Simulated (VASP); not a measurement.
Consider the following.

```xyz
1
Lattice="0.0000 1.7816 1.7816 1.7816 0.0000 1.7816 1.7816 1.7816 0.0000" Properties=species:S:1:pos:R:3 pbc="T T T"
Cu     0.0000     0.0000     0.0000
```

The numbers are results of PBEsol GGA, VASP's PBE PAW potentials (set 64) (plane waves; VASP), not measurements. Run with 400 eV cut-off, 16×16×16 Γ-centred mesh, first-order Methfessel-Paxton smearing of 0.10 eV, potentials Cu.

Question: Predict the energy per atom (σ→0), band gap (on the k-mesh) with the smallest direct gap where there is one.

Answer: 
```
Property                                                     Value
------------------------  ----------------------------------------
band gap (on the k-mesh)  none (metal, semimetal or under 0.01 eV)
energy per atom (σ→0)                               -4.309 eV/atom
```

Total energies compare only between runs with the same potentials, cut-off and functional.

The compound is Cu in the fcc structure. It was relaxed first. The start is the result of an earlier pass.
